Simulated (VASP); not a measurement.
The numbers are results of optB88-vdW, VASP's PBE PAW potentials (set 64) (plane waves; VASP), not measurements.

VASP input:

### KPOINTS
```
Automatic mesh
0
Gamma
12 12 12
0 0 0
```

POSCAR:
```
HfC
1
    0.0000000000     2.3200000000     2.3200000000
    2.3200000000     0.0000000000     2.3200000000
    2.3200000000     2.3200000000     0.0000000000
Hf C
1 1
Direct
  0.0000000000   0.0000000000   0.0000000000
  0.5000000000   0.5000000000   0.5000000000
```

INCAR:
```
# general
SYSTEM   = HfC
PREC     = Accurate
ENCUT    = 520
LREAL    = .FALSE.   # projection in real space or not
LASPH    = .TRUE.

# electronic loop
EDIFF    = 1E-6   # SCF stop (eV)
NELM     = 100   # most electronic steps
ALGO     = Normal   # blocked Davidson
LMAXMIX  = 6

# smearing
ISMEAR   = 1   # Methfessel-Paxton
SIGMA    = 0.1   # width (eV)

# functional
GGA      = BO
LUSE_VDW = .TRUE.
AGGAC    = 0.0
PARAM1   = 0.1833333333
PARAM2   = 0.22

# ions
IBRION   = 2   # conjugate gradients
NSW      = 60   # most ionic steps
ISIF     = 3
EDIFFG   = -0.01   # ionic stop

# output
LWAVE    = .FALSE.
LCHARG   = .FALSE.
```

POTCAR, in this order: Hf_pv C (PBE.64 set). Program: vasp_std.

Task: What will the output report for the number of irreducible k-points (NKPTS), largest plane-wave count, number of space-group operations, FFT grid (NGX, NGY, NGZ)?

Result: 
```json
{
 "number of irreducible k-points (NKPTS)": "72",
 "largest_plane_wave_count": "692",
 "number_of_space_group_operations": "48",
 "FFT grid (NGX, NGY, NGZ)": "24 × 24 × 24"
}
```

The compound is HfC in the rock salt structure. This run relaxes it. Symmetry was kept, so distortions that lower it aren't found.
